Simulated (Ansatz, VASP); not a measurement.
## MgCdO in VASP and in Ansatz

```xyz
3
Lattice="3.1662 0.0000 0.0000 0.0000 3.1662 0.0000 0.0000 0.0000 6.8890" Properties=species:S:1:pos:R:3 pbc="T T T"
Mg    0.0000    0.0000    3.4445
Cd    0.0000    0.0000    0.0000
O     1.5831    1.5831    0.0000
```

Change from the starting cell: species swapped into the TiOF type (P4/mmm, No. 123).

Alike in both runs: functional PBE; k mesh 14 × 14 × 8; occupations gaussian, width 0.1 eV; no spin polarisation.

Ansatz relaxed the structure, and its values are those at the end. VASP's run is a single point on that final structure, the one shown.

```csv
,VASP,Ansatz
version,VASP 6.6.1,Ansatz 0.2.0
potentials or method,"VASP PAW PBE potentials, release 64 (Mg, Cd, O)","scalar-relativistic, plane waves, PAW"
plane-wave cutoff (eV),520,420
valence electrons in the cell,20,36
```

|  | VASP | Ansatz | Ansatz less VASP |
| --- | --- | --- | --- |
| gap on the k mesh at the Fermi level (eV) | none | none | - |
| pressure (GPa) | 0.6 | 0.0 | -0.54 |

A gap of «none» marks a metal or a gap that the smearing closes. The two sets of potentials don't hold the same shells in valence.
